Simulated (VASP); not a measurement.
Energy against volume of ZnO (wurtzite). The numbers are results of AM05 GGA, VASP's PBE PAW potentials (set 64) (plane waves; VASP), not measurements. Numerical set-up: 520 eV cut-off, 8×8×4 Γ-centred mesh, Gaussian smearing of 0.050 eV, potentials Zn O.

Shape and ions are relaxed at each volume.

| V (Å³/atom) | E (eV/atom) |
|---|---|
| 11.198 | -4.62794 |
| 11.556 | -4.64467 |
| 11.913 | -4.65023 |
| 12.271 | -4.64633 |

**Question.** Fit these four points and predict the energy of the run at 12.628 Å³/atom.

**Answer.** A cubic in V^(−2/3), the third-order Birch-Murnaghan form, passes through the four points with V0 = 11.94 Å³/atom and B0 = 140 GPa, and gives -4.6344 eV/atom there. The run gave -4.6344 eV/atom, +0.1 meV/atom from the fit; all five points give B0 = 140 GPa.

The compound is ZnO in the wurtzite structure. It was relaxed first.
